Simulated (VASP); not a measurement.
Here is the system:

```
AlAu
1.0
    0.56805     3.78043     3.78043
    4.34848     0.00000     4.34848
    2.17424     2.17424     0.00000
Au Al
2 2
Direct
  0.00000   0.00000   0.00000
  0.00000   0.50000   0.00000
  0.50000   0.00000   0.00000
  0.50000   0.50000   0.00000
```

Computed with PBEsol GGA, VASP's PBE PAW potentials (set 64) (plane waves; VASP). Settings: 400 eV cut-off, 10×9×17 Γ-centred mesh, tetrahedra with Blöchl corrections, potentials Au Al.

Unless said otherwise, spin-orbit coupling is left out, though it shifts the bands of the heavy elements here.

Question: Tabulate the total density of states (states/eV per cell) against energy (eV; zero at the valence-band maximum or, without a gap, the Fermi level).

Answer: 
```
E (eV) | DOS (states/eV)
    -9.91 | # 0.41
    -9.57 | ## 0.50
    -9.23 | ## 0.58
    -8.89 | ## 0.70
    -8.55 | ### 0.85
    -8.21 | ### 0.99
    -7.87 | ##### 1.52
    -7.53 | ######## 2.56
    -7.18 | ####### 2.28
    -6.84 | ######## 2.68
    -6.50 | ############## 4.73
    -6.16 | ################ 5.28
    -5.82 | ############### 5.00
    -5.48 | ########################## 8.44
    -5.14 | ############################# 9.49
    -4.80 | ############################## 9.88
    -4.46 | ############## 4.59
    -4.12 | ######## 2.52
    -3.77 | ####### 2.32
    -3.43 | ####### 2.32
    -2.98 | ####### 2.17
    -2.64 | #### 1.46
    -2.30 | #### 1.43
    -1.96 | #### 1.21
    -1.62 | #### 1.24
    -1.27 | ###### 1.99
    -0.93 | ###### 2.00
    -0.59 | ##### 1.58
    -0.25 | #### 1.34
     0.09 | ##### 1.48
     0.43 | #### 1.31
     0.77 | #### 1.16
     1.11 | ### 1.04
     1.45 | ### 0.99
     1.79 | ### 1.04
     2.13 | ### 1.13
     2.48 | ### 1.11
     2.82 | #### 1.36
     3.16 | #### 1.41
     3.50 | ##### 1.49
```
Within 2 eV below the Fermi level the largest weight inside VASP's projection spheres is Au d, then Au s.

The structure was generated: Al2Au2 was put into an ordered model structure (R-3m), which need not be its known phase. It was relaxed first.
